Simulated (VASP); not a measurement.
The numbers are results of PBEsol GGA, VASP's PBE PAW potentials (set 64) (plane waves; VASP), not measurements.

A VASP calculation is set up with these files.

INCAR:
```
SYSTEM = MgO
PREC = Accurate
ENCUT = 620
EDIFF = 1E-6
NELM = 100
ALGO = Normal
LREAL = .FALSE.
LASPH = .TRUE.
ISMEAR = 0
SIGMA = 0.05
GGA = PS
LWAVE = .FALSE.
LCHARG = .FALSE.
IBRION = 2
ISIF = 3
NSW = 40
EDIFFG = -0.02
PSTRESS = 50
```

### POSCAR
```
MgO
1.0
  0.0000000000   2.0833480560   2.0833480560
  2.0833480560   0.0000000000   2.0833480560
  2.0833480560   2.0833480560   0.0000000000
Mg O
1 1
Cartesian
  0.0000000000   0.0000000000   0.0000000000
  2.0833480560   2.0833480560   2.0833480560
```

File KPOINTS:
```
Automatic mesh
0
Gamma
11 11 11
0 0 0
```

POTCAR, in this order: Mg O (PBE.64 set). Program: vasp_std.

Q: What will the output report for the number of irreducible k-points (NKPTS), largest plane-wave count, number of space-group operations, FFT grid (NGX, NGY, NGZ)?

A: 
```yaml
number of irreducible k-points (NKPTS): 56
largest_plane_wave_count: 643
number_of_space_group_operations: 48
FFT grid (NGX, NGY, NGZ): 24 × 24 × 24
```

The structure was generated: MgO was put into the rock salt type (Fm-3m), which need not be its known phase. It was relaxed first under an external pressure of 5 GPa.
